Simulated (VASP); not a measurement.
Consider the following.

```yaml
crystal:
  lattice:
    - [2.08978, -3.61961, 0.00000]
    - [2.08978, 3.61961, 0.00000]
    - [0.00000, 0.00000, 7.15454]
  atoms:
    - { symbol: Mg, position: [0.00000, 0.00000, 0.00000] }
    - { symbol: I, position: [0.33333, 0.66667, 0.23284] }
    - { symbol: I, position: [0.66667, 0.33333, 0.76716] }
```

Calculation: r2SCAN meta-GGA, VASP's PBE PAW potentials (set 64) (plane waves; VASP). Run with 480 eV cut-off, 6×6×4 Γ-centred mesh, Gaussian smearing of 0.050 eV, potentials Mg I.

**Question.** What does the run give for the energy per atom (σ→0)?

**Answer.** 
```
Item                             Value
---------------------  ---------------
energy per atom (σ→0)  -18.979 eV/atom
```

The absolute energy has meaning only against runs of the same code, potentials and settings.

The compound is MgI2 in the 1T layered structure. It was relaxed first, which changed the volume by +6 %.
